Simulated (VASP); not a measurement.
Write an ASE script for VASP 6.6.1 that does the following.

| Item | Value |
| --- | --- |
| Task | single point |
| Functional | vdW-DF2 |
| Potentials or basis | VASP PAW PBE potentials, release 64 (Hf_pv, Mg_pv) |
| Cutoff | 800 eV |
| k mesh | 5 × 5 × 5 |
| Occupations | gaussian, width 0.01 eV |
| Spin | no spin polarisation |
| Monkhorst-Pack mesh | yes |
| Further INCAR settings | ALGO = Normal; EDIFF = 1.00e-06 |

HfMg3:

```
Hf Mg
1.0
     6.61089    0.00000    0.00000
    -3.30545    5.72520    0.00000
     0.00000    0.00000    5.27095
Hf Mg
2 6
Direct
  0.66667 0.33333 0.25000
  0.33333 0.66667 0.75000
  0.66433 0.83216 0.25000
  0.16784 0.83216 0.25000
  0.16784 0.33567 0.25000
  0.83216 0.66433 0.75000
  0.83216 0.16784 0.75000
  0.33567 0.16784 0.75000
```

The cell comes from a database or a generator and needn't be the stable form of this composition.

The cell isn't the ideal one: volume scaled by 1.15.

These files were run (other wordings do the same):

run.py

```python
from ase import Atoms
from ase.calculators.vasp import Vasp
from ase.dft.bandgap import bandgap

atoms = Atoms(
    ['Hf', 'Hf', 'Mg', 'Mg', 'Mg', 'Mg', 'Mg', 'Mg'],
    cell=[[6.6108939398, 0.0, 0.0], [-3.30544697, 5.7252020937, 0.0], [0.0, 0.0, 5.2709470958]],
    scaled_positions=[[0.6666666667, 0.3333333333, 0.25], [0.3333333333, 0.6666666667, 0.75], [0.66432701, 0.832163505, 0.25], [0.167836495, 0.832163505, 0.25], [0.167836495, 0.33567299, 0.25], [0.832163505, 0.66432701, 0.75], [0.832163505, 0.167836495, 0.75], [0.33567299, 0.167836495, 0.75]],
    pbc=True,
)
calc = Vasp(
    directory='calc',
    xc='vdw-df2',
    pp='PBE',
    setups='materialsproject',
    prec='Accurate',
    encut=800,
    ediff=1e-06,
    ismear=0,
    sigma=0.01,
    lreal=False,
    lasph=True,
    nelm=80,
    algo='Normal',
    isif=2,
    lwave=False,
    lcharg=False,
    kpts=[5, 5, 5],
    gamma=False,
)
atoms.calc = calc

print('energy (eV):', atoms.get_potential_energy())
print('free energy (eV):', atoms.get_potential_energy(force_consistent=True))
print('forces (eV/A):')
print(atoms.get_forces())
print('stress (eV/A^3, Voigt):', atoms.get_stress())
print('Fermi level (eV):', calc.get_fermi_level())
gap, top, bottom = bandgap(calc)
print('band gap (eV):', gap, 'from (spin, k, band)', top, 'to', bottom)
```

Potentials or basis: VASP PAW PBE potentials, release 64 (Hf_pv, Mg_pv).

Command:

```sh
$ python run.py
```

Results of the run:

The pressure is -5.3 GPa and the largest force is 0.131 eV/Å.

Caveat: the PAW data sets were made with another functional, which shifts forces and pressure a little.

Run time: 11 min on 1 thread of AMD EPYC 7R43 64-Core Processor (Zen 3) (shared host), peak memory 1.4 GiB.
